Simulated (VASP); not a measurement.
Method: rev-vdW-DF2, VASP's PBE PAW potentials (set 64) (plane waves; VASP).

The input files of a VASP run:

INCAR:
```
# general
SYSTEM   = GaN
PREC     = Accurate
ENCUT    = 520
LREAL    = F
LASPH    = T

# electronic loop
EDIFF    = 1E-7
NELM     = 100
ALGO     = Normal
LMAXMIX  = 4

# smearing
ISMEAR   = 0
SIGMA    = 0.05

# functional
GGA      = MK
LUSE_VDW = T
AGGAC    = 0.0
PARAM1   = 0.1234568
PARAM2   = 0.7114
ZAB_VDW  = -1.8867

# ions
ISIF     = 2

# output
LWAVE    = F
LCHARG   = F
```

**POSCAR**
```
GaN
3.199720
  0.0000000000   0.7071068751   0.7071068751
  0.7071068751   0.0000000000   0.7071068751
  0.7071068751   0.7071068751   0.0000000000
Ga N
1 1
Cartesian
  0.0000000000   0.0000000000   0.0000000000
  0.3535534376   0.3535534376   0.3535534376
```

### KPOINTS
```
Automatic mesh
0
gamma
10 10 10
```

POTCAR, in this order: Ga_d N (PBE.64 set). Program: vasp_std.

The run wrote:

### OUTCAR
```
 ion  position               nearest neighbor table
   1  0.000  0.000  0.000-   2 1.96   2 1.96   2 1.96   2 1.96
   2  0.250  0.250  0.250-   1 1.96   1 1.96   1 1.96   1 1.96
  LATTYP: Found a face centered cubic cell.
 ALAT       =     4.5250880208
 Subroutine PRICEL returns:
 Original cell was already a primitive cell.
 Subroutine GETGRP returns: Found 24 space group operations
The static configuration has the point symmetry T_d .
The dynamic configuration has the point symmetry T_d .
 Subroutine INISYM returns: Found 24 space group operations
 Subroutine IBZKPT returns following result:
 Found     47 irreducible k-points:

 Following reciprocal coordinates:
            Coordinates               Weight
  0.000000  0.000000  0.000000      1.000000
  0.100000  0.000000  0.000000      8.000000
  0.200000  0.000000  0.000000      8.000000
  0.300000  0.000000  0.000000      8.000000
  0.400000  0.000000  0.000000      8.000000
  0.500000  0.000000  0.000000      4.000000
  0.100000  0.100000  0.000000      6.000000
  0.200000  0.100000  0.000000     24.000000
  0.300000  0.100000  0.000000     24.000000
  0.400000  0.100000  0.000000     24.000000
  0.500000  0.100000  0.000000     24.000000
 -0.400000  0.100000  0.000000     24.000000
 -0.300000  0.100000  0.000000     24.000000
 -0.200000  0.100000  0.000000     24.000000
 -0.100000  0.100000  0.000000     12.000000
  0.200000  0.200000  0.000000      6.000000
  0.300000  0.200000  0.000000     24.000000
  0.400000  0.200000  0.000000     24.000000
  0.500000  0.200000  0.000000     24.000000
 -0.400000  0.200000  0.000000     24.000000
 -0.300000  0.200000  0.000000     24.000000
 -0.200000  0.200000  0.000000     12.000000
  0.300000  0.300000  0.000000      6.000000
  0.400000  0.300000  0.000000     24.000000
...
```

### OSZICAR
```
       N       E                     dE             d eps       ncg     rms          rms(c)
DAV:   1     0.922989599244E+02    0.92299E+02   -0.97597E+03  1299   0.250E+03
DAV:   2    -0.294147518060E+01   -0.95240E+02   -0.89603E+02  1367   0.354E+02
DAV:   3    -0.100176872756E+02   -0.70762E+01   -0.70363E+01  1347   0.888E+01
DAV:   4    -0.101420053082E+02   -0.12432E+00   -0.12423E+00  1483   0.125E+01
DAV:   5    -0.101436559204E+02   -0.16506E-02   -0.16506E-02  1338   0.132E+00    0.768E+00
DAV:   6    -0.815855059756E+01    0.19851E+01   -0.60861E+00  1868   0.483E+01    0.265E+00
DAV:   7    -0.816004938374E+01   -0.14988E-02   -0.34101E-01  1227   0.819E+00    0.174E+00
DAV:   8    -0.815094757863E+01    0.91018E-02   -0.78137E-02  1405   0.435E+00    0.833E-01
DAV:   9    -0.814553557647E+01    0.54120E-02   -0.21927E-02  1835   0.366E+00    0.202E-01
DAV:  10    -0.814583672656E+01   -0.30115E-03   -0.18772E-03  1423   0.715E-01    0.731E-02
DAV:  11    -0.814574470990E+01    0.92017E-04   -0.38481E-04  1858   0.411E-01    0.126E-02
DAV:  12    -0.814574813291E+01   -0.34230E-05   -0.32873E-05  1287   0.690E-02    0.678E-03
DAV:  13    -0.814574769708E+01    0.43584E-06   -0.17057E-06  1802   0.152E-02    0.120E-03
DAV:  14    -0.814574771887E+01   -0.21794E-07   -0.16041E-07  1011   0.407E-03
   1 F= -.81457477E+01 E0= -.81457477E+01  d E =-.128949E-17
```

**OUTCAR**
```
------------------------ aborting loop because EDIFF is reached ----------------------------------------
  FORCE on cell =-STRESS in cart. coord.  units (eV):
  Direction    XX          YY          ZZ          XY          YZ          ZX
  --------------------------------------------------------------------------------------
  Total       -0.0019342     -0.0019342     -0.0019342     -0.0000000     -0.0000000      0.0000000
  in kB       -0.1337766     -0.1337766     -0.1337766     -0.0000000     -0.0000000      0.0000000
  external PRESSURE =      -0.1337766 kB  Pullay stress =       0.0000000 kB
  volume of cell :       23.16
      direct lattice vectors                 reciprocal lattice vectors
     0.000000000  2.262544010  2.262544010    -0.220990176  0.220990176  0.220990176
     2.262544010  0.000000000  2.262544010     0.220990176 -0.220990176  0.220990176
     2.262544010  2.262544010  0.000000000     0.220990176  0.220990176 -0.220990176
  FREE ENERGIE OF THE ION-ELECTRON SYSTEM (eV)
  ---------------------------------------------------
  free  energy   TOTEN  =        -8.1457477189 eV

  energy  without entropy=       -8.1457477189  energy(sigma->0) =       -8.14574772
```
(Selected blocks of OUTCAR.)

The compound is GaN in the zinc blende structure, a metastable form; wurtzite is the usual one. It was relaxed first.
